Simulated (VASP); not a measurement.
# Be3Te2O (Cmc2_1) in VASP: further runs

Runs on Be3Te2O. Level: PBE. Tasks: equation of state.

Everything below comes from runs of VASP 6.6.1. Logs are shortened: lines on timing, memory, paths and dates and some standing lists are left out, and cuts for length are marked.

## (1) The structure

Symmetry: Cmc2_1, No. 36, orthorhombic system. Conventional cell: a = 10.770 Å, b = 6.148 Å, c = 6.775 Å, α = 90.00°, β = 90.00°, γ = 90.00°. Around Be (site symmetry 1) lie 1 O at 1.59 Å. Be (site symmetry m) is surrounded by 1 O at 1.52 Å. Te (site symmetry 1) has 4 Be at 2.41 to 2.56 Å as nearest neighbours. O (site symmetry m) is surrounded by 3 Be at 1.52 to 1.59 Å.

The cell was built by a generator and needn't be a form met in nature.

## (2) Equation of state, PBE, 18.69 Å³/atom

File INCAR:

```
SYSTEM = Be3Te2O
  PREC = Accurate
  ENCUT = 520
  EDIFF = 1E-6
  ISMEAR = 0
  SIGMA = 0.03
  LREAL = .FALSE.
  LASPH = .TRUE.
  NELM = 100
  ALGO = Normal
  ISIF = 4
  LWAVE = .FALSE.
  LCHARG = .FALSE.
  GGA = PE
  IBRION = 2
  NSW = 30
  EDIFFG = -0.02
  KPAR = 4
```

File KPOINTS:

```
regular mesh
0
G
  6 6 4
  0 0 0
```

File POSCAR:

```
Be3Te2O
1.0
    5.3850100000     -3.0738400000      0.0000000000
    5.3850100000      3.0738400000      0.0000000000
    0.0000000000      0.0000000000      6.7754500000
Be Te O
6 4 2
Direct
    0.4327260000      0.8200530000      0.1162620000
    0.1799470000      0.5672740000      0.1162620000
    0.9346370000      0.0653630000      0.0457040000
    0.8200530000      0.4327260000      0.6162620000
    0.5672740000      0.1799470000      0.6162620000
    0.0653630000      0.9346370000      0.5457040000
    0.5136420000      0.1535420000      0.9889760000
    0.1535420000      0.5136420000      0.4889760000
    0.8464580000      0.4863580000      0.9889760000
    0.4863580000      0.8464580000      0.4889760000
    0.1801660000      0.8198340000      0.0734970000
    0.8198340000      0.1801660000      0.5734970000
```

Potentials or basis: VASP PAW PBE potentials, release 64 (Be, Te, O).

Started as:

```bash
cat potpaw_PBE.64/Be/POTCAR potpaw_PBE.64/Te/POTCAR potpaw_PBE.64/O/POTCAR > POTCAR
mpirun -np 4 vasp_std > vasp.out
```

OUTCAR:

```text
SYSTEM = Be3Te2O
   PREC = Accurate
   ENCUT = 520
   EDIFF = 1E-6
   ISMEAR = 0
   LREAL = .FALSE.
   LASPH = .TRUE.
   NELM = 100
   ISIF = 4
   GGA = PE
   IBRION = 2
   NSW = 30
   EDIFFG = -0.02

 ion  position               nearest neighbor table
   1  0.433  0.820  0.116-  11 1.59   9 2.49   7 2.52  10 2.56
   2  0.180  0.567  0.116-  11 1.59   7 2.49   9 2.52   8 2.56
   3  0.935  0.065  0.046-  11 1.52   9 2.41   7 2.41
   4  0.820  0.433  0.616-  12 1.59  10 2.49   8 2.52   9 2.56
   5  0.567  0.180  0.616-  12 1.59   8 2.49  10 2.52   7 2.56
   6  0.065  0.935  0.546-  12 1.52  10 2.41   8 2.41
   7  0.514  0.154  0.989-   3 2.41   2 2.49   1 2.52   5 2.56   9 3.56   9 3.56   9 3.58
   8  0.154  0.514  0.489-   6 2.41   5 2.49   4 2.52   2 2.56  10 3.56  10 3.56  10 3.58
   9  0.846  0.486  0.989-   3 2.41   1 2.49   2 2.52   4 2.56   7 3.56   7 3.56   7 3.58
  10  0.486  0.846  0.489-   6 2.41   4 2.49   5 2.52   1 2.56   8 3.56   8 3.56   8 3.58
  11  0.180  0.820  0.073-   3 1.52   2 1.59   1 1.59
  12  0.820  0.180  0.573-   6 1.52   5 1.59   4 1.59

  LATTYP: Found a base centered orthorhombic cell.
 ALAT       =     6.1476800000
 B/A-ratio  =     1.7518836374
 C/A-ratio  =     1.1021149442

  Lattice vectors:

 A1 = (  -5.3850100000,  -3.0738400000,   0.0000000000)
 A2 = (   5.3850100000,  -3.0738400000,   0.0000000000)
 A3 = (   0.0000000000,   0.0000000000,   6.7754500000)

Analysis of symmetry for initial positions (statically):
=====================================================================
 Subroutine PRICEL returns:
 Original cell was already a primitive cell.

 Routine SETGRP: Setting up the symmetry group for a
 base centered orthorhombic supercell.

 Subroutine GETGRP returns: Found  4 space group operations
 (whereof  2 operations were pure point group operations)
 out of a pool of  8 trial point group operations.

The static configuration has the point symmetry C_1h.
 The point group associated with its full space group is C_2v.

Analysis of symmetry for dynamics (positions and initial velocities):
=====================================================================
 Subroutine PRICEL returns:
 Original cell was already a primitive cell.

 Routine SETGRP: Setting up the symmetry group for a
 base centered orthorhombic supercell.

 Subroutine GETGRP returns: Found  4 space group operations
 (whereof  2 operations were pure point group operations)
 out of a pool of  8 trial point group operations.

The dynamic configuration has the point symmetry C_1h.
 The point group associated with its full space group is C_2v.

 Subroutine INISYM returns: Found  4 space group operations
 (whereof  2 operations are pure point group operations),
 and found     1 'primitive' translations

----------------------------------------------------------------------------------------

                                     Primitive cell

  volume of cell :     224.3034

  direct lattice vectors                    reciprocal lattice vectors
     5.385010000 -3.073840000  0.000000000     0.092850338 -0.162662988  0.000000000
     5.385010000  3.073840000  0.000000000     0.092850338  0.162662988  0.000000000
     0.000000000  0.000000000  6.775450000     0.000000000  0.000000000  0.147591673

  length of vectors
     6.200550382  6.200550382  6.775450000     0.187297712  0.187297712  0.147591673

  position of ions in fractional coordinates (direct lattice)
     0.432726000  0.820053000  0.116262000
     0.179947000  0.567274000  0.116262000
     0.934637000  0.065363000  0.045704000
     0.820053000  0.432726000  0.616262000
     0.567274000  0.179947000  0.616262000
     0.065363000  0.934637000  0.545704000
     0.513642000  0.153542000  0.988976000
     0.153542000  0.513642000  0.488976000
     0.846458000  0.486358000  0.988976000
     0.486358000  0.846458000  0.488976000
     0.180166000  0.819834000  0.073497000
     0.819834000  0.180166000  0.573497000

  ion indices of the primitive-cell ions
   primitive index   ion index
                 1           1
                 2           2
                 3           3
                 4           4
                 5           5
                 6           6
                 7           7
                 8           8
                 9           9
                10          10
                11          11
                12          12

----------------------------------------------------------------------------------------

 KPOINTS: regular mesh

Automatic generation of k-mesh.
 Grid dimensions read from file:
 generate k-points for:    6    6    4

 Generating k-lattice:

  Cartesian coordinates                     Fractional coordinates (reciprocal lattice)
     0.015475056 -0.027110498  0.000000000     0.166666667  0.000000000  0.000000000
     0.015475056  0.027110498  0.000000000     0.000000000  0.166666667  0.000000000
[... 74 lines left out ...]
 conjugate gradient relaxation of ions
 non-spin polarized calculation
 Gauss-broadening in eV      SIGMA  =   0.03
  energy-cutoff  :      520.00
  volume of cell :      224.30
 maximum number of plane-waves:      6066
 NGX is ok and might be reduce to    48
   NGX = 23   NGY = 23   NGZ = 25

 number of electron      48.0000002 magnetization

 Free energy of the ion-electron system (eV)
  ---------------------------------------------------
  ext. energy  EPLUGINS =         0.00000000
  ---------------------------------------------------
  free energy    TOTEN  =       -56.31399303 eV

  energy without entropy =      -56.31399303  energy(sigma->0) =      -56.31399303

 E-fermi :   4.8348     XC(G=0):  -8.9936

 val. band max:        4.6396297572   @ k =  -0.3333   0.3333   0.0000
 cond. band min:       6.6534655844   @ k =  -0.3333   0.3333   0.2500
 fundamental gap:      2.0138358273
 Fermi energy:         4.8347536946

 k-point     1 :       0.0000    0.0000    0.0000
  band No.  band energies     occupation
      1     -15.2297      2.00000
      2     -15.1982      2.00000
      3      -7.3575      2.00000
      4      -6.5001      2.00000
      5      -5.4032      2.00000
      6      -5.3178      2.00000
[... 23 lines left out ...]
     30       8.8720      0.00000
     31       9.8156      0.00000

 k-point     2 :       0.1667    0.0000    0.0000
  band No.  band energies     occupation
      1     -15.2285      2.00000
      2     -15.1989      2.00000
      3      -7.2842      2.00000
      4      -6.4543      2.00000
      5      -5.6367      2.00000
      6      -5.3367      2.00000
[... 23 lines left out ...]
     30       8.9274      0.00000
     31       9.4760      0.00000

 k-point     3 :       0.3333   -0.0000    0.0000
  band No.  band energies     occupation
      1     -15.2260      2.00000
      2     -15.2004      2.00000
      3      -7.0726      2.00000
      4      -6.4003      2.00000
      5      -5.9641      2.00000
      6      -5.5308      2.00000
[... 23 lines left out ...]
     30       8.8645      0.00000
     31       9.0891      0.00000

 k-point     4 :       0.5000    0.0000    0.0000
  band No.  band energies     occupation
      1     -15.2246      2.00000
      2     -15.2012      2.00000
      3      -6.8433      2.00000
      4      -6.5693      2.00000
      5      -5.9660      2.00000
      6      -5.7124      2.00000
[... 635 lines left out ...]
     30       9.0033      0.00000
     31       9.0615      0.00000

 k-point    23 :       0.3333    0.3333    0.2500
  band No.  band energies     occupation
      1     -15.2235      2.00000
      2     -15.2024      2.00000
      3      -7.0256      2.00000
      4      -6.4136      2.00000
      5      -5.8559      2.00000
      6      -5.7682      2.00000
[... 23 lines left out ...]
     30       8.7289      0.00000
     31       9.0375      0.00000

 k-point    24 :       0.5000    0.3333    0.2500
  band No.  band energies     occupation
      1     -15.2226      2.00000
      2     -15.2028      2.00000
      3      -6.8704      2.00000
      4      -6.2901      2.00000
      5      -6.0942      2.00000
      6      -5.9416      2.00000
[... 23 lines left out ...]
     30       8.7238      0.00000
     31       8.8634      0.00000

 [... further k-points ...]
[... 5 lines left out ...]
  --------------------------------------------------------------------------------------
  -------------------------------------------------------------------------------------
  Total        0.0137829      0.0171275      0.0111976      0.0000000      0.0000000      0.0000000
  in kB        0.0984498      0.1223402      0.0799836      0.0000000      0.0000000      0.0000000
  external PRESSURE =       0.1002579 kB  Pullay stress =       0.0000000 kB

 VOLUME and BASIS-vectors are now :
 -----------------------------------------------------------------------------
  energy-cutoff  :      520.00
  volume of cell :      224.30
      direct lattice vectors                 reciprocal lattice vectors
     5.385010000 -3.073840000  0.000000000     0.092850338 -0.162662988  0.000000000
     5.385010000  3.073840000  0.000000000     0.092850338  0.162662988  0.000000000
     0.000000000  0.000000000  6.775450000     0.000000000  0.000000000  0.147591673

 POSITION                                       TOTAL-FORCE (eV/Angst)
 -----------------------------------------------------------------------------------
      6.74623      1.19058      0.78773         0.004127     -0.001777     -0.000618
      4.02379      1.19058      0.78773        -0.004127     -0.001777     -0.000618
      5.38501     -2.67201      0.30967         0.000000      0.000591      0.003979
      6.74623     -1.19058      4.17545         0.004127      0.001777     -0.000618
      4.02379     -1.19058      4.17545        -0.004127      0.001777     -0.000618
      5.38501      2.67201      3.69739         0.000000     -0.000591      0.003979
      3.59279     -1.10689      6.70076        -0.001285      0.000647     -0.003322
      3.59279      1.10689      3.31303        -0.001285     -0.000647     -0.003322
      7.17723     -1.10689      6.70076         0.001285      0.000647     -0.003322
      7.17723      1.10689      3.31303         0.001285     -0.000647     -0.003322
      5.38501      1.96624      0.49798         0.000000      0.000202      0.003902
      5.38501     -1.96624      3.88570         0.000000     -0.000202      0.003902
 -----------------------------------------------------------------------------------
    total drift:                                0.000001     -0.000000      0.001038

  FREE ENERGIE OF THE ION-ELECTRON SYSTEM (eV)
  ---------------------------------------------------
  free  energy   TOTEN  =       -56.3139930328 eV

  energy  without entropy=      -56.3139930328  energy(sigma->0) =      -56.31399303

 reached required accuracy - stopping structural energy minimisation
```

It took 89 s on 4 MPI ranks of Intel Xeon Platinum 8488C (Sapphire Rapids), shared host; peak memory 0.48 GiB.

Results:

```
Free energy            : -56.3140 eV
Pressure               : 0.0 GPa
Largest force          : 0.005 eV/Å
Band gap on the k mesh : 2.01 eV, indirect (least direct gap 2.17 eV)
```

Caveat: spin-orbit coupling is left out, which moves the levels of the heavy elements.

## (3) Equation of state, PBE, 18.13 Å³/atom (volume scaled by 0.97)

INCAR is that of step 2.

KPOINTS is that of step 2.

POSCAR: that of step 2 with these lines changed.

```diff
@@ -2,5 +2,5 @@
 1.0
-    5.3850100000     -3.0738400000      0.0000000000
-    5.3850100000      3.0738400000      0.0000000000
-    0.0000000000      0.0000000000      6.7754500000
+    5.3306122404     -3.0427889882      0.0000000000
+    5.3306122404      3.0427889882      0.0000000000
+    0.0000000000      0.0000000000      6.7070064316
 Be Te O
```

Potentials or basis: VASP PAW PBE potentials, release 64 (Be, Te, O).

Started as:

```bash
cat potpaw_PBE.64/Be/POTCAR potpaw_PBE.64/Te/POTCAR potpaw_PBE.64/O/POTCAR > POTCAR
mpirun -np 4 vasp_std > vasp.out
```

Wall time 5.3 min (4 MPI ranks of Intel Xeon Platinum 8488C (Sapphire Rapids), shared host); peak memory 0.49 GiB.

It converged, with:

```
Free energy            : -56.2762 eV
Pressure               : 1.8 GPa
Largest force          : 0.017 eV/Å
Band gap on the k mesh : 1.99 eV, indirect (least direct gap 2.16 eV)
```

Caveat: spin-orbit coupling is left out, which moves the levels of the heavy elements.

## (4) Equation of state, PBE, 19.25 Å³/atom (volume scaled by 1.03)

INCAR is that of step 3.

KPOINTS is that of step 3.

POSCAR: that of step 3 with these lines changed.

```diff
@@ -2,5 +2,5 @@
 1.0
-    5.3306122404     -3.0427889882      0.0000000000
-    5.3306122404      3.0427889882      0.0000000000
-    0.0000000000      0.0000000000      6.7070064316
+    5.4383303984     -3.1042760388      0.0000000000
+    5.4383303984      3.1042760388      0.0000000000
+    0.0000000000      0.0000000000      6.8425380264
 Be Te O
```

Started as:

```bash
cat potpaw_PBE.64/Be/POTCAR potpaw_PBE.64/Te/POTCAR potpaw_PBE.64/O/POTCAR > POTCAR
mpirun -np 4 vasp_std > vasp.out
```

It took 7.1 min on 4 MPI ranks of Intel Xeon Platinum 8488C (Sapphire Rapids), shared host; peak memory 0.52 GiB.

Results (log left out):

```yaml
Free_energy: -56.2842 eV
Pressure: -1.5 GPa
Largest_force: 0.012 eV/Å
Band_gap_on_the_k_mesh: 2.04 eV, indirect (least direct gap 2.18 eV)
```

Caveat: spin-orbit coupling is left out, which moves the levels of the heavy elements.

## (5) Equation of state, PBE, 17.57 Å³/atom (volume scaled by 0.94)

INCAR is that of step 4.

KPOINTS is that of step 4.

POSCAR: that of step 4 with these lines changed.

```diff
@@ -2,5 +2,5 @@
 1.0
-    5.4383303984     -3.1042760388      0.0000000000
-    5.4383303984      3.1042760388      0.0000000000
-    0.0000000000      0.0000000000      6.8425380264
+    5.2750809913     -3.0110909644      0.0000000000
+    5.2750809913      3.0110909644      0.0000000000
+    0.0000000000      0.0000000000      6.6371367003
 Be Te O
```

Started as:

```bash
cat potpaw_PBE.64/Be/POTCAR potpaw_PBE.64/Te/POTCAR potpaw_PBE.64/O/POTCAR > POTCAR
mpirun -np 4 vasp_std > vasp.out
```

Wall time 9.4 min (4 MPI ranks of Intel Xeon Platinum 8488C (Sapphire Rapids), shared host); peak memory 0.49 GiB.

The run converged. Its results:

* Free energy: -56.1617 eV
* Pressure: 3.7 GPa
* Largest force: 0.014 eV/Å
* Band gap on the k mesh: 1.96 eV, indirect (least direct gap 2.15 eV)

Caveat: spin-orbit coupling is left out, which moves the levels of the heavy elements.

## (6) Equation of state, PBE, 19.81 Å³/atom (volume scaled by 1.06)

INCAR is that of step 5.

KPOINTS is that of step 5.

POSCAR: that of step 5 with these lines changed.

```diff
@@ -2,5 +2,5 @@
 1.0
-    5.2750809913     -3.0110909644      0.0000000000
-    5.2750809913      3.0110909644      0.0000000000
-    0.0000000000      0.0000000000      6.6371367003
+    5.4906252449     -3.1341266781      0.0000000000
+    5.4906252449      3.1341266781      0.0000000000
+    0.0000000000      0.0000000000      6.9083356977
 Be Te O
```

Potentials or basis: VASP PAW PBE potentials, release 64 (Be, Te, O).

Started as:

```bash
cat potpaw_PBE.64/Be/POTCAR potpaw_PBE.64/Te/POTCAR potpaw_PBE.64/O/POTCAR > POTCAR
mpirun -np 4 vasp_std > vasp.out
```

It took 7.6 min on 4 MPI ranks of Intel Xeon Platinum 8488C (Sapphire Rapids), shared host; peak memory 0.53 GiB.

The run converged. Its results:

| Item | Value |
| --- | --- |
| Free energy | -56.1963 eV |
| Pressure | -2.7 GPa |
| Largest force | 0.014 eV/Å |
| Band gap on the k mesh | 2.06 eV, indirect (least direct gap 2.20 eV) |

Caveat: spin-orbit coupling is left out, which moves the levels of the heavy elements.

## (7) Equation of state, PBE, 17.01 Å³/atom (volume scaled by 0.91)

INCAR is that of step 6.

KPOINTS is that of step 6.

POSCAR: that of step 6 with these lines changed.

```diff
@@ -2,5 +2,5 @@
 1.0
-    5.4906252449     -3.1341266781      0.0000000000
-    5.4906252449      3.1341266781      0.0000000000
-    0.0000000000      0.0000000000      6.9083356977
+    5.2183552940     -2.9787111327      0.0000000000
+    5.2183552940      2.9787111327      0.0000000000
+    0.0000000000      0.0000000000      6.5657641075
 Be Te O
```

Started as:

```bash
cat potpaw_PBE.64/Be/POTCAR potpaw_PBE.64/Te/POTCAR potpaw_PBE.64/O/POTCAR > POTCAR
mpirun -np 4 vasp_std > vasp.out
```

It took 10 min on 4 MPI ranks of Intel Xeon Platinum 8488C (Sapphire Rapids), shared host; peak memory 0.49 GiB.

The run converged. Its results:

```yaml
Free_energy: -55.9602 eV
Pressure: 5.9 GPa
Largest_force: 0.019 eV/Å
Band_gap_on_the_k_mesh: 1.93 eV, indirect (least direct gap 2.13 eV)
```

Caveat: spin-orbit coupling is left out, which moves the levels of the heavy elements.

## (8) Equation of state, PBE, 20.37 Å³/atom (volume scaled by 1.09)

INCAR is that of step 7.

KPOINTS is that of step 7.

POSCAR: that of step 7 with these lines changed.

```diff
@@ -2,5 +2,5 @@
 1.0
-    5.2183552940     -2.9787111327      0.0000000000
-    5.2183552940      2.9787111327      0.0000000000
-    0.0000000000      0.0000000000      6.5657641075
+    5.5419424739     -3.1634192794      0.0000000000
+    5.5419424739      3.1634192794      0.0000000000
+    0.0000000000      0.0000000000      6.9729033251
 Be Te O
```

Started as:

```bash
cat potpaw_PBE.64/Be/POTCAR potpaw_PBE.64/Te/POTCAR potpaw_PBE.64/O/POTCAR > POTCAR
mpirun -np 4 vasp_std > vasp.out
```

Wall time 8.7 min (4 MPI ranks of Intel Xeon Platinum 8488C (Sapphire Rapids), shared host); peak memory 0.54 GiB.

The run converged. Its results:

```
Free energy            : -56.0594 eV
Pressure               : -3.8 GPa
Largest force          : 0.009 eV/Å
Band gap on the k mesh : 2.09 eV, indirect (least direct gap 2.21 eV)
```

Caveat: spin-orbit coupling is left out, which moves the levels of the heavy elements.
